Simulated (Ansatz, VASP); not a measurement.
# Na (ladder Na chain) in two plane-wave programs, part 2 of 2

Wanted: the spread between two codes on one cell, functional and k mesh. The structure shown is the start of the Ansatz relaxation below; VASP solves that cell, so the two are compared at the walk's first step.

VASP 6.6.1 and Ansatz 0.2.0.

So far. Step 4 (Comparison): The forces differ by 0.7 meV/Å r.m.s., which is 0.4 % of the r.m.s. force of 0.174 eV/Å (both taken over all components).

## Step 6: VASP: single point, PBEsol, start cell

Level of this step: PBEsol, zero-moment start; plane waves and PAW (Na_pv) (VASP).

The same cell, functional, mesh and smearing now go to VASP, with its own data sets.

INCAR

```
SYSTEM = Na
PREC = Accurate
ENCUT = 400
EDIFF = 1E-06
NELM = 200
ISMEAR = -1
SIGMA = 0.05
LREAL = .FALSE.
ALGO = Normal
GGA = PS
NBANDS = 14
ISPIN = 2
MAGMOM = -0 -0
LORBIT = 11
LWAVE = .FALSE.
LCHARG = .FALSE.
ISIF = 2
LASPH = .TRUE.
GGA_COMPAT = .FALSE.
KPAR = 2
```

POSCAR

```
Na
1.0
   13.5000000000      0.0000000000      0.0000000000
    0.0000000000     12.0000000000      0.0000000000
    0.0000000000      0.0000000000      3.2486200000
Na
2
Direct
    0.3972029630      0.5000000000      0.0000000000
    0.6027970370      0.5000000000      0.5000000000
```

KPOINTS

```
Automatic mesh
0
Gamma
1 1 25
0 0 0
```

The projector-augmented-wave data sets are Na_pv (PBE family, release 64).

Launch:

```
$ mpirun -np 2 vasp_std
```

Numbers of over 12 decimals in the logs are rounded to 6 here.

Log:

```text
[banner, memory and clock lines left out]
running    2 mpi-ranks, on    1 nodes
[...]
|                                                                             |
|               ----> ADVICE to this user running VASP <----                  |
|                                                                             |
|     You enforced a specific xc type in the INCAR file but a different       |
|     [... a line on the potential file left out ...]
|     I HOPE YOU KNOW WHAT YOU ARE DOING!                                     |
|                                                                             |

 LDA part: xc-table for (Slater+PW92), standard interpolation
 POSCAR, INCAR and KPOINTS ok, starting setup
[...]
entering main loop
       N       E                     dE             d eps       ncg     rms          rms(c)
DAV:   1     0.553356693893E+02    0.55336E+02   -0.58248E+03  1008   0.515E+02
DAV:   2     0.245621836057E+00   -0.55090E+02   -0.54877E+02   860   0.209E+02
DAV:   3    -0.176562888137E+01   -0.20113E+01   -0.20096E+01   908   0.405E+01
DAV:   4    -0.180048570829E+01   -0.34857E-01   -0.34855E-01   942   0.620E+00
[...]
DAV:  18    -0.168919626437E+01   -0.19415E-04   -0.38182E-06   848   0.455E-03    0.457E-04
DAV:  19    -0.168919778944E+01   -0.15251E-05   -0.10351E-06   854   0.222E-03    0.251E-04
DAV:  20    -0.168919862062E+01   -0.83118E-06   -0.69934E-08   562   0.101E-03
   1 F= -.16891986E+01 E0= -.16829586E+01  d E =-.124801E-01  mag=    -0.0000
```

Parts of OUTCAR (step 6):

```text
  Total        0.7203772     -0.1119138      1.0680282      0.0000000      0.0000000      0.0000000
  in kB        2.1930909     -0.3407064      3.2514672      0.0000000      0.0000000      0.0000000
  external PRESSURE =       1.7012839 kB  Pullay stress =       0.0000000 kB

 POSITION                                       TOTAL-FORCE (eV/Angst)
 -----------------------------------------------------------------------------------
      5.36224      6.00000      0.00000        -0.284181      0.000000      0.000000
      8.13776      6.00000      1.62431         0.284181      0.000000      0.000000
 -----------------------------------------------------------------------------------
    total drift:                                0.000000     -0.000000     -0.000000

  FREE ENERGIE OF THE ION-ELECTRON SYSTEM (eV)
  ---------------------------------------------------
  free  energy   TOTEN  =        -1.6891986206 eV

  energy  without entropy=       -1.6767185151  energy(sigma->0) =       -1.68295857

 magnetization (x)
# of ion       s       p       d       tot
------------------------------------------
    1       -0.000  -0.000   0.000  -0.000
    2       -0.000  -0.000   0.000  -0.000
--------------------------------------------------
tot         -0.000  -0.000   0.000  -0.000

[... 1 part as in an earlier step ...]

[... 2 further parts left out ...]
[key lines of the parts left out:]
E-fermi :  -2.2463
```

## Step 7: Differences

What differs besides the data sets and the points named for the pairs above, as far as they apply: the data sets hold 18 valence electrons in Ansatz (on its default PAW (the set named soft_2) files) and 14 in VASP; Ansatz makes its cores anew for this functional, VASP keeps those of its PBE data sets. Total energies have different zeros and are not compared.

Forces (eV/Å; atoms numbered as in POSCAR):

```
atom        Ansatz x, y, z          VASP x, y, z
 Na1  -0.283, 0.000, 0.000  -0.284, 0.000, 0.000
 Na2   0.283, 0.000, 0.000   0.284, 0.000, 0.000
```

The forces differ by 0.9 meV/Å r.m.s., which is 0.5 % of the r.m.s. force of 0.164 eV/Å (both taken over all components). Moments aren't recorded for both runs of this pair, so they may hold unlike magnetic states.

## Step 8: Ansatz: relaxation, PBE

The two programs are compared at the cell with which this relaxation starts, whose forces are those of its first step.

The structure compared here is the start of the Ansatz relaxation; VASP solves that cell, so the two are compared at the walk's first step.

input.yaml

```yaml
crystal:
  lattice:
    - [13.5, 0.0, 0.0]
    - [0.0, 12.0, 0.0]
    - [0.0, 0.0, 3.24862]
  atoms:
    - { symbol: Na, position: [0.397202963, 0.5, 0.0], spin: 0.5 }
    - { symbol: Na, position: [0.602797037, 0.5, 0.5], spin: 0.5 }
magnetization:
  spin_polarized: true
kpoints:
  mp_grid: { grid: [1, 1, 25] }
scf:
  occupations: { method: fermi_dirac, width: 0.05 }
hamiltonian:
  xc: pbe
relax:
  cell: { fix: [a, b, alpha, beta, gamma] }
  max_steps: 60
```

Launch:

```
$ ansatz run input.yaml --threads 8 --pin off --max-ram 16384MiB --backend cpu --events-out ev --progress --plain --runs-dir out
```

Log:

```text
[...]
Crystal: 2 atoms, lattice volume = 526.276 Å³
Basis set: ecut = 420 eV, 10327 PW (Γ), exchange–correlation on 192×162×48 points (8 copies of the dense FFT grid, shifted against one another)
Bands: 14, of which v1, the nominal top of the filled ones, is band 9 counted from 1 (8 counted from 0)
Symmetry: 8 space group operations
[...]
-0.000000      -0.000000       0.007592
  P = ⅓ Tr σ = 0.0071 GPa (0.071 kbar)
--- Relaxed structure (6 steps of the walk, 6 accepted, 1 SCFs on fresh bases) ---
[...]
cell:  # Å, volume = 571.0151 Å³
    - [13.5, 0.0, 0.0]
    - [0.0, 12.0, 0.0]
    - [0.0, 0.0, 3.524785]
  atoms:
    - { symbol: Na, position: [0.386234, 0.5, 0.0] }
    - { symbol: Na, position: [0.613766, 0.5, 0.500000] }
[key lines of the parts left out:]
SCF converged after 14 iterations
Magnetization: -0.0000 μB (9.0000 up, 9.0000 down)
Free energy (F): -2971.901820 eV
Fermi energy:    -2.095766 eV
```

## Step 9: VASP: single point, PBE, start cell, pair 3

The same cell, functional, mesh and smearing now go to VASP, with its own data sets.

INCAR: that of step 6 with these lines changed.

```diff
@@ -9,3 +9,3 @@
 ALGO = Normal
-GGA = PS
+GGA = PE
 NBANDS = 14
```

POSCAR is that of step 6.

KPOINTS is that of step 6.

Launch:

```
$ mpirun -np 2 vasp_std
```

Log:

```text
[... set-up lines as in an earlier step ...]
 entering main loop
       N       E                     dE             d eps       ncg     rms          rms(c)
DAV:   1     0.550222372944E+02    0.55022E+02   -0.58495E+03  1008   0.515E+02
DAV:   2     0.313557928087E+00   -0.54709E+02   -0.54502E+02   860   0.208E+02
DAV:   3    -0.166959283722E+01   -0.19832E+01   -0.19815E+01   896   0.401E+01
DAV:   4    -0.170446942999E+01   -0.34877E-01   -0.34875E-01   960   0.620E+00
[...]
DAV:  19    -0.160118543907E+01   -0.20599E-05   -0.15107E-06   860   0.489E-03    0.384E-04
DAV:  20    -0.160118650530E+01   -0.10662E-05   -0.44916E-07   720   0.310E-03    0.262E-04
DAV:  21    -0.160118710737E+01   -0.60206E-06   -0.29926E-07   846   0.263E-03
   1 F= -.16011871E+01 E0= -.15948755E+01  d E =-.126233E-01  mag=     0.0000
```

OUTCAR, selected parts (step 9):

```text
  Total        0.7841144     -0.0984759      1.1516900      0.0000000      0.0000000      0.0000000
  in kB        2.3871301     -0.2997964      3.5061643      0.0000000      0.0000000      0.0000000
  external PRESSURE =       1.8644993 kB  Pullay stress =       0.0000000 kB

 POSITION                                       TOTAL-FORCE (eV/Angst)
 -----------------------------------------------------------------------------------
      5.36224      6.00000      0.00000        -0.301147      0.000000      0.000000
      8.13776      6.00000      1.62431         0.301147      0.000000      0.000000
 -----------------------------------------------------------------------------------
    total drift:                                0.000000     -0.000000     -0.000000

  FREE ENERGIE OF THE ION-ELECTRON SYSTEM (eV)
  ---------------------------------------------------
  free  energy   TOTEN  =        -1.6011871074 eV

  energy  without entropy=       -1.5885638329  energy(sigma->0) =       -1.59487547

[... 3 parts as in an earlier step ...]

[... 1 further part left out ...]
[key lines of the parts left out:]
E-fermi :  -2.2494
```

## Step 10: Differences

What differs besides the data sets and the points named for the pairs above, as far as they apply: the data sets hold 18 valence electrons in Ansatz (on its default PAW (the set named soft_2) files) and 14 in VASP. Total energies have different zeros and are not compared.

Forces (eV/Å; atoms numbered as in POSCAR):

```
atom        Ansatz x, y, z          VASP x, y, z
 Na1  -0.300, 0.000, 0.000  -0.301, 0.000, 0.000
 Na2   0.300, 0.000, 0.000   0.301, 0.000, 0.000
```

The forces differ by 0.8 meV/Å r.m.s., which is 0.4 % of the r.m.s. force of 0.174 eV/Å (both taken over all components). Moments aren't recorded for both runs of this pair, so they may hold unlike magnetic states.

## Step 11: Outcome

```json
{
  "r.m.s. force difference (single point, PBE, start cell, pair 1)": "0.71 meV/Å",
  "r.m.s. force difference (single point, PBEsol, start cell)": "0.9 meV/Å",
  "r.m.s. force difference (single point, PBE, start cell, pair 3)": "0.76 meV/Å"
}
```

The r.m.s. force difference is 0.9 meV/Å (single point, PBEsol, start cell), within the 12 meV/Å picked in this series as the mark of a large difference. The data sets hold unlike numbers of valence electrons (18 in Ansatz and 14 in VASP), so part of the differences comes from the potentials. 7 further runs of this series are not shown here. How closely two codes agree says nothing of how well the functional describes the real material.

[Lines on the potential files, build, host, timing and source positions are cut from VASP's logs without a mark.]

[Logs are printed without paths, hosts, clocks, repeated set-up lines and the standing remarks that a program may print on its own settings, such as how far it seeks lower states.]

[Hosts, paths, dates, database ids (printed as entryN), source tags and the programs' standing remarks are cut or masked in the printed files.]
